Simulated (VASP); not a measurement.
# Zn3PbN (Pm-3m) in VASP: further runs

The runs below take Zn3PbN through relaxation of cell and atoms, single point, with PBE.

All numbers are computed with VASP 6.6.1; they aren't measurements. Logs are shortened: lines on timing, memory, paths and dates and some standing lists are left out, and cuts for length are marked.

## (1) The crystal as given

Symmetry: Pm-3m, No. 221, cubic system. The conventional cell has a = 4.093 Å, b = 4.093 Å, c = 4.093 Å, α = 90.00°, β = 90.00°, γ = 90.00°. Zn (site symmetry 4/mmm) has 2 Pb at 2.05 Å as nearest neighbours. Pb (site symmetry m-3m) has 6 Zn at 2.05 Å as nearest neighbours. N (site symmetry m-3m) is surrounded by 12 Zn at 2.89 Å.

The cell comes from a database or a generator and needn't be the stable form of this composition.

## (2) Relaxation of cell and atoms, PBE

The input, INCAR:

```
SYSTEM = Zn3PbN
PREC = Accurate
ENCUT = 600
EDIFF = 1E-6
ISMEAR = 0
SIGMA = 0.1
LREAL = .False.
LASPH = .True.
NELM = 100
ALGO = Normal
ISIF = 3
LWAVE = .False.
LCHARG = .False.
GGA = PE
IBRION = 2
NSW = 100
EDIFFG = -0.05
```

The input, KPOINTS:

```
regular mesh
0
Gamma
  6 6 6
  0 0 0
```

The input, POSCAR:

```
Zn3PbN
1.0
    4.0930295302      0.0000000000      0.0000000000
    0.0000000000      4.0930295302      0.0000000000
    0.0000000000      0.0000000000      4.0930295302
Zn Pb N
3 1 1
Direct
    0.0000000000      0.5000000000      0.5000000000
    0.5000000000      0.0000000000      0.5000000000
    0.5000000000      0.5000000000      0.0000000000
    0.5000000000      0.5000000000      0.5000000000
    0.0000000000      0.0000000000      0.0000000000
```

Potentials or basis: VASP PAW PBE potentials, release 64 (Zn, Pb_d, N).

On the command line:

```
$ cat potpaw_PBE.64/Zn/POTCAR potpaw_PBE.64/Pb_d/POTCAR potpaw_PBE.64/N/POTCAR > POTCAR
$ mpirun -np 1 vasp_std > vasp.out
```

OUTCAR:

```text
SYSTEM = Zn3PbN
   PREC = Accurate
   ENCUT = 600
   EDIFF = 1E-6
   ISMEAR = 0
   LREAL = .False.
   LASPH = .True.
   NELM = 100
   ISIF = 3
   GGA = PE
   IBRION = 2
   NSW = 100
   EDIFFG = -0.05

 ion  position               nearest neighbor table
   1  0.000  0.500  0.500-   4 2.05   4 2.05   2 2.89   3 2.89   2 2.89   2 2.89   3 2.89   3 2.89
                             3 2.89   2 2.89
   2  0.500  0.000  0.500-   4 2.05   4 2.05   1 2.89   3 2.89   1 2.89   3 2.89   3 2.89   3 2.89
                             1 2.89   1 2.89
   3  0.500  0.500  0.000-   4 2.05   4 2.05   1 2.89   1 2.89   2 2.89   2 2.89   2 2.89   2 2.89
                             1 2.89   1 2.89
   4  0.500  0.500  0.500-   1 2.05   2 2.05   3 2.05   3 2.05   2 2.05   1 2.05
   5  0.000  0.000  0.000-

  LATTYP: Found a simple cubic cell.
 ALAT       =     4.0930295302

  Lattice vectors:

 A1 = (   4.0930295302,   0.0000000000,   0.0000000000)
 A2 = (   0.0000000000,   4.0930295302,   0.0000000000)
 A3 = (   0.0000000000,   0.0000000000,   4.0930295302)

Analysis of symmetry for initial positions (statically):
=====================================================================
 Subroutine PRICEL returns:
 Original cell was already a primitive cell.

 Routine SETGRP: Setting up the symmetry group for a
 simple cubic supercell.

 Subroutine GETGRP returns: Found 48 space group operations
 (whereof 48 operations were pure point group operations)
 out of a pool of 48 trial point group operations.

The static configuration has the point symmetry O_h .

Analysis of symmetry for dynamics (positions and initial velocities):
=====================================================================
 Subroutine PRICEL returns:
 Original cell was already a primitive cell.

 Routine SETGRP: Setting up the symmetry group for a
 simple cubic supercell.

 Subroutine GETGRP returns: Found 48 space group operations
 (whereof 48 operations were pure point group operations)
 out of a pool of 48 trial point group operations.

The dynamic configuration has the point symmetry O_h .

 Subroutine INISYM returns: Found 48 space group operations
 (whereof 48 operations are pure point group operations),
 and found     1 'primitive' translations

----------------------------------------------------------------------------------------

                                     Primitive cell

  volume of cell :      68.5701

  direct lattice vectors                    reciprocal lattice vectors
     4.093029530  0.000000000  0.000000000     0.244317807  0.000000000  0.000000000
     0.000000000  4.093029530  0.000000000     0.000000000  0.244317807  0.000000000
     0.000000000  0.000000000  4.093029530     0.000000000  0.000000000  0.244317807

  length of vectors
     4.093029530  4.093029530  4.093029530     0.244317807  0.244317807  0.244317807

  position of ions in fractional coordinates (direct lattice)
     0.000000000  0.500000000  0.500000000
     0.500000000  0.000000000  0.500000000
     0.500000000  0.500000000  0.000000000
     0.500000000  0.500000000  0.500000000
     0.000000000  0.000000000  0.000000000

  ion indices of the primitive-cell ions
   primitive index   ion index
                 1           1
                 2           2
                 3           3
                 4           4
                 5           5

----------------------------------------------------------------------------------------

 KPOINTS: regular mesh

Automatic generation of k-mesh.
 Grid dimensions read from file:
 generate k-points for:    6    6    6

 Generating k-lattice:

  Cartesian coordinates                     Fractional coordinates (reciprocal lattice)
     0.040719635  0.000000000  0.000000000     0.166666667  0.000000000  0.000000000
     0.000000000  0.040719635  0.000000000     0.000000000  0.166666667  0.000000000
     0.000000000  0.000000000  0.040719635     0.000000000  0.000000000  0.166666667

  Length of vectors
     0.040719635  0.040719635  0.040719635

  Shift w.r.t. Gamma in fractional coordinates (k-lattice)
     0.000000000  0.000000000  0.000000000

 Subroutine IBZKPT returns following result:
 ===========================================

 Found     20 irreducible k-points:

 Following reciprocal coordinates:
            Coordinates               Weight
  0.000000  0.000000  0.000000      1.000000
  0.166667  0.000000  0.000000      6.000000
  0.333333  0.000000  0.000000      6.000000
  0.500000  0.000000  0.000000      3.000000
  0.166667  0.166667  0.000000     12.000000
  0.333333  0.166667  0.000000     24.000000
[... 12 lines left out ...]
  0.500000  0.500000  0.333333      6.000000
  0.500000  0.500000  0.500000      1.000000
   k-points           NKPTS =     20   k-points in BZ     NKDIM =     20   number of bands    NBANDS=     33
   number of dos      NEDOS =    301   number of ions     NIONS =      5
   total plane-waves  NPLWV =  46656
   dimension x,y,z NGX =    36 NGY =   36 NGZ =   36
   dimension x,y,z NGXF=    72 NGYF=   72 NGZF=   72
   ions per type =               3   1   1
   NGX,Y,Z   is equivalent  to a cutoff of  14.62, 14.62, 14.62 a.u.
   NGXF,Y,Z  is equivalent  to a cutoff of  29.24, 29.24, 29.24 a.u.
 SYSTEM =  Zn3PbN
   PREC   = accura    normal or accurate (medium, high low for compatibility)
   ISTART =      0    job   : 0-new  1-cont  2-samecut
   ICHARG =      2    charge: 1-file 2-atom 10-const
   ISPIN  =      1    spin polarized calculation?
   LNONCOLLINEAR =      F non collinear calculations
   LSORBIT =      F    spin-orbit coupling
   LASPH  =      T    aspherical Exc in radial PAW
   ENCUT  =  600.0 eV  44.10 Ry    6.64 a.u.   8.17  8.17  8.17*2*pi/ulx,y,z
   NELM   =    100;   NELMIN=  2; NELMDL= -5     # of ELM steps
   EDIFF  = 0.1E-05   stopping-criterion for ELM
   LREAL  =      F    real-space projection
   EDIFFG = -.5E-01   stopping-criterion for IOM
   NSW    =    100    number of steps for IOM
   IBRION =      2    ionic relax: 0-MD 1-quasi-New 2-CG
   NFREE  =      1    steps in history (QN), initial steepest desc. (CG)
   ISIF   =      3    stress and relaxation
   ISYM   =      2    0-nonsym 1-usesym 2-fastsym
   POTIM  = 0.5000    time-step for ionic-motion
   TEBEG  =    0.0;   TEEND  =   0.0 temperature during run
   PSTRESS=    0.0 pullay stress
   NELECT =      55.0000    total number of electrons
   NUPDOWN=      -1.0000    fix difference up-down
   EMIN   =  10.00;   EMAX   =-10.00  energy-range for DOS
   EFERMI =   0.00;   METHOD = LEGACY
   ISMEAR =     0;   SIGMA  =   0.10  broadening in eV -4-tet -1-fermi 0-gaus
   EFERMI_NEDOS =   21; number of points for ismear=-14 and -15
   IALGO  =     38    algorithm
   IMIX   =      4    mixing-type and parameters
     AMIX     =   0.40;   BMIX     =  1.00
     AMIX_MAG =   1.60;   BMIX_MAG =  1.00
  volume/ion in A,a.u.               =      13.71        92.55
  Fermi-wavevector in a.u.,A,eV,Ry     =   1.521076  2.874416 31.479412  2.313672
  Thomas-Fermi vector in A             =   2.629840
   LORBIT       =      0    0 simple, 1 ext, 2 COOP (PROOUT), +10 PAW based schemes
   GGA     = PE    functional components
   LHFCALC =     F    Hartree Fock is set to
   AEXX    =    0.0000 exact exchange contribution
   IVDW    =     0    specifies the selected vdW correction
   LEPSILON=     F    determine dielectric tensor
   LRPA    =     F    only Hartree local field effects (RPA)
 conjugate gradient relaxation of ions
 non-spin polarized calculation
 Gauss-broadening in eV      SIGMA  =   0.10
  energy-cutoff  :      600.00
  volume of cell :       68.57
 maximum number of plane-waves:      2320
 NGX is ok and might be reduce to    36
   NGX = 17   NGY = 17   NGZ = 17

--------------------------------------- Ionic step        1  -------------------------------------------

 number of electron      54.9999949 magnetization

 Free energy of the ion-electron system (eV)
  ---------------------------------------------------
  ext. energy  EPLUGINS =         0.00000000
  ---------------------------------------------------
  free energy    TOTEN  =         5.44078074 eV

  energy without entropy =        5.46835013  energy(sigma->0) =        5.45456544

 E-fermi :   6.3577     XC(G=0): -11.8864

 val. band max:        6.3548181517   @ k =   0.3333   0.1667   0.0000
 cond. band min:       6.3970838453   @ k =   0.1667   0.0000   0.0000
 fundamental gap:      0.0422656935
 Fermi energy:         6.3577418298

 k-point     1 :       0.0000    0.0000    0.0000
  band No.  band energies     occupation
      1     -14.7547      2.00000
      2     -14.7547      2.00000
      3     -13.6413      2.00000
      4     -13.6413      2.00000
      5     -13.6413      2.00000
      6      -9.6527      2.00000
[... 25 lines left out ...]
     32      12.3875      0.00000
[... 1549 lines left out ...]
 POSITION                                       TOTAL-FORCE (eV/Angst)
 -----------------------------------------------------------------------------------
      0.00000      2.61433      2.61433         0.000000      0.000000      0.000000
      2.61433      0.00000      2.61433         0.000000      0.000000      0.000000
      2.61433      2.61433     -0.00000        -0.000000      0.000000      0.000000
      2.61433      2.61433      2.61433         0.000000      0.000000      0.000000
      0.00000      0.00000      0.00000        -0.000000      0.000000      0.000000
 -----------------------------------------------------------------------------------
    total drift:                                0.000000      0.000000      0.000000

  FREE ENERGIE OF THE ION-ELECTRON SYSTEM (eV)
  ---------------------------------------------------
  free  energy   TOTEN  =        -6.5186026028 eV

  energy  without entropy=       -6.4473364615  energy(sigma->0) =       -6.48296953

--------------------------------------- Ionic step        5  -------------------------------------------

 number of electron      55.0000074 magnetization

 Free energy of the ion-electron system (eV)
  ---------------------------------------------------
  ext. energy  EPLUGINS =         0.00000000
  ---------------------------------------------------
  free energy    TOTEN  =        -6.53319449 eV

  energy without entropy =       -6.46507666  energy(sigma->0) =       -6.49913557

 E-fermi :   0.7798     XC(G=0):  -8.4487

 val. band max:        0.7749541199   @ k =   0.5000   0.3333   0.1667
 cond. band min:       0.7856521855   @ k =   0.5000   0.1667   0.1667
 fundamental gap:      0.0106980656
 Fermi energy:         0.7797749389

 k-point     1 :       0.0000    0.0000    0.0000
  band No.  band energies     occupation
      1     -16.5372      2.00000
      2     -16.5372      2.00000
      3     -16.3135      2.00000
      4     -16.3135      2.00000
      5     -16.3135      2.00000
      6     -10.5528      2.00000
[... 25 lines left out ...]
     32       5.7368      0.00000
[... 696 lines left out ...]
 VOLUME and BASIS-vectors are now :
 -----------------------------------------------------------------------------
  energy-cutoff  :      600.00
  volume of cell :      138.48
      direct lattice vectors                 reciprocal lattice vectors
     5.173580128  0.000000000 -0.000000000     0.193289748  0.000000000 -0.000000000
    -0.000000000  5.173580128  0.000000000     0.000000000  0.193289748  0.000000000
     0.000000000  0.000000000  5.173580128     0.000000000  0.000000000  0.193289748

 POSITION                                       TOTAL-FORCE (eV/Angst)
 -----------------------------------------------------------------------------------
      0.00000      2.58679      2.58679         0.000000      0.000000      0.000000
      2.58679      0.00000      2.58679         0.000000      0.000000      0.000000
      2.58679      2.58679     -0.00000        -0.000000      0.000000      0.000000
      2.58679      2.58679      2.58679         0.000000      0.000000      0.000000
      0.00000      0.00000      0.00000        -0.000000      0.000000      0.000000
 -----------------------------------------------------------------------------------
    total drift:                                0.000000      0.000000      0.000000

  FREE ENERGIE OF THE ION-ELECTRON SYSTEM (eV)
  ---------------------------------------------------
  free  energy   TOTEN  =        -6.5331944888 eV

  energy  without entropy=       -6.4650766562  energy(sigma->0) =       -6.49913557

 reached required accuracy - stopping structural energy minimisation
```

It took 5.2 min on 1 thread of Intel Xeon Platinum 8175M at 2.50GHz (Skylake/Cascade Lake), shared host; peak memory 0.24 GiB.

Results:

```yaml
Free_energy: -6.5332 eV
Relaxed_volume: 27.70 Å³/atom
Relaxed_cell: a = 5.174 Å, b = 5.174 Å, c = 5.174 Å, α = 90.00°, β = 90.00°, γ = 90.00°
Space_group_after_relaxing_to_0.05_Å: Pm-3m (No. 221)
Energy_gained_by_relaxing: 2394.8 meV/atom
Ionic_steps: 5
Pressure_after_relaxing: -0.1 GPa
Band_gap_on_the_k_mesh: none (metal or under the smearing width)
```

The path:
```
step  energy change (eV)  largest force (eV/Å)  pressure (GPa)  volume (Å³)
   1              0.0000                0.0000          111.36        68.57
   2            -10.2115                0.0000           -5.50       213.34
   3            -11.9308                0.0000            1.91       130.32
   4            -11.9594                0.0000           -0.93       142.95
   5            -11.9740                0.0000           -0.10       138.48
```

Final structure:
```
CELL_PARAMETERS angstrom
5.17358 0.00000 0.00000
0.00000 5.17358 0.00000
0.00000 0.00000 5.17358
ATOMIC_POSITIONS crystal
Zn 0.00000 0.50000 0.50000
Zn 0.50000 0.00000 0.50000
Zn 0.50000 0.50000 0.00000
Pb 0.50000 0.50000 0.50000
N 0.00000 0.00000 0.00000
```

Caveat: the volume moved by over 15 % at a fixed basis, so the end points are rough; the relaxation stopped at a loose force limit of 0.05 eV/Å, so its end isn't a converged minimum. The run has no spin-orbit coupling, so splittings on Pb are missing.

## (3) Single point, PBE

The input, INCAR:

```
PREC = Accurate
ENCUT = 520
EDIFF = 1E-7
ISMEAR = 0
SIGMA = 0.1
LREAL = F
LASPH = T
NELM = 100
ALGO = Normal
ISIF = 2
LWAVE = F
LCHARG = F
GGA = PE
NBANDS = 36
```

The input, KPOINTS:

```
Automatic mesh
0
Gamma
  4 4 4
```

POSCAR is that of step 2.

Potentials or basis: VASP PAW PBE potentials, release 64 (Zn, Pb_d, N).

On the command line:

```
$ cat potpaw_PBE.64/Zn/POTCAR potpaw_PBE.64/Pb_d/POTCAR potpaw_PBE.64/N/POTCAR > POTCAR
$ mpirun -np 1 vasp_std > vasp.out
```

Run time: 35 s. Hardware: 1 thread of Intel Xeon Platinum 8175M at 2.50GHz (Skylake/Cascade Lake), shared host; peak memory 0.18 GiB.

Results (log left out):

| Property | Result |
| --- | --- |
| Free energy | 5.5071 eV |
| Pressure | 111.5 GPa |
| Band gap on the k mesh | none (metal or under the smearing width) |

Levels at points of the mesh, in eV from the Fermi level:
| k point | band 25 | band 26 | band 27 | band 28 | band 29 | band 30 | band 31 | band 32 |
| --- | --- | --- | --- | --- | --- | --- | --- | --- |
| (0.00, 0.00, 0.00) | -4.29 | 0.28 | 0.28 | 0.28 | 1.04 | 1.04 | 4.35 | 6.14 |
| (0.50, 0.00, 0.00) | -2.50 | -0.98 | -0.92 | -0.92 | 2.18 | 3.11 | 5.07 | 5.76 |
| (0.50, 0.50, 0.00) | -1.01 | -0.42 | 0.24 | 0.33 | 0.33 | 3.05 | 4.23 | 4.23 |
| (0.50, 0.50, 0.50) | -4.59 | -3.13 | -3.13 | -3.13 | 3.96 | 3.96 | 3.96 | 9.49 |

Caveat: the k mesh is coarse (spacing up to 0.38 Å⁻¹), so the values aren't converged; a pressure of tens of GPa on the cell as given is suspect, and the run, the potentials or the cell itself is likely at fault. Spin-orbit coupling is left out, which matters for the levels of Pb.
